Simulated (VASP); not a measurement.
An input for Ansatz (written as the equivalent of a VASP run, and not itself run):

Ansatz 0.2 input:
```yaml
crystal:
  lattice:
    - [3.1883200, 0.0000000, 0.0000000]
    - [-1.5941600, 2.7611660, 0.0000000]
    - [0.0000000, 0.0000000, 5.2900700]
  atoms:
    - { symbol: B, position: [0.6666670, 0.3333330, 0.5004100] }
    - { symbol: B, position: [0.3333330, 0.6666670, 0.0004100] }
    - { symbol: P, position: [0.6666670, 0.3333330, 0.8745900] }
    - { symbol: P, position: [0.3333330, 0.6666670, 0.3745900] }
kpoints:
  mp_grid: { grid: [6, 6, 3] }
hamiltonian:
  xc: lda
  pseudopotentials: { kind: paw }
scf:
  occupations: { method: gaussian, width: 0.01 }
  max_iter: 100
output: { forces: true, stress: true, eigenvalues: true }
```

Task: Translate this input to VASP (INCAR, KPOINTS, POSCAR, choice of POTCAR).

Result: This is not unique; one that fits is 
### KPOINTS
```
Automatic
0
gamma
 6 6 3
0 0 0
```

POSCAR:
```
BP
1
    3.1883200000     0.0000000000     0.0000000000
   -1.5941600000     2.7611660000     0.0000000000
    0.0000000000     0.0000000000     5.2900700000
B P
2 2
Direct
  0.6666670000   0.3333330000   0.5004100000
  0.3333330000   0.6666670000   0.0004100000
  0.6666670000   0.3333330000   0.8745900000
  0.3333330000   0.6666670000   0.3745900000
```

**INCAR**
```
# general
SYSTEM=BP
PREC  =Accurate
ENCUT =400   # plane-wave cut-off (eV)
LREAL =.False.   # projection in real space or not
LASPH =.True.   # aspherical one-centre terms

# electronic loop
EDIFF =1E-6   # SCF stop (eV)
NELM  =100   # most electronic steps
ALGO  =Normal   # blocked Davidson

# smearing
ISMEAR=0
SIGMA =0.01   # width (eV)

# ions
ISIF  =2   # forces and stress, cell fixed

# output
LWAVE =.False.
LCHARG=.False.
```

POTCAR, in this order: B P (LDA.64 set). Program: vasp_std.

Limits of the translation: each code has its own PAW files, so the cut-off isn't converted (ENCUT is set for VASP's; basis.ecutwfc is left out, and Ansatz then takes the one that its files recommend); Ansatz stops its SCF on the density residual and VASP on the energy change (EDIFF); Ansatz's lda is the Perdew-Wang form, while the LDA potentials of VASP carry Perdew-Zunger's.

The structure comes from a computed database's BP entry (P6_3mc); how it stands against other phases isn't given here. The cell was not relaxed at this level. The run is one of a series of settings (KPOINTS 6×6×3 Γ-centred mesh against the base run), some of them coarse on purpose.
